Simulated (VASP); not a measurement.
Input:

```yaml
crystal:
  lattice:
    - [-2.82500, 2.82500, 2.82500]
    - [2.82500, -2.82500, 2.82500]
    - [2.82500, 2.82500, -2.82500]
  atoms:
    - { symbol: Rb, position: [0.00000, 0.00000, 0.00000] }
```

Calculation: PBE GGA, VASP's PBE PAW potentials (set 64) (plane waves; VASP). Settings: 400 eV cut-off, 8×8×8 Γ-centred mesh, first-order Methfessel-Paxton smearing of 0.10 eV, potentials Rb_sv.

### Question
What does the run give for the energy per atom (σ→0), band gap (on the k-mesh) with the smallest direct gap where there is one?

### Answer

The band gap (on the k-mesh) is none (metal, semimetal or under 0.01 eV) and the energy per atom (σ→0) is -0.929 eV/atom.

The compound is Rb in the bcc structure. The cell was not relaxed at this level.
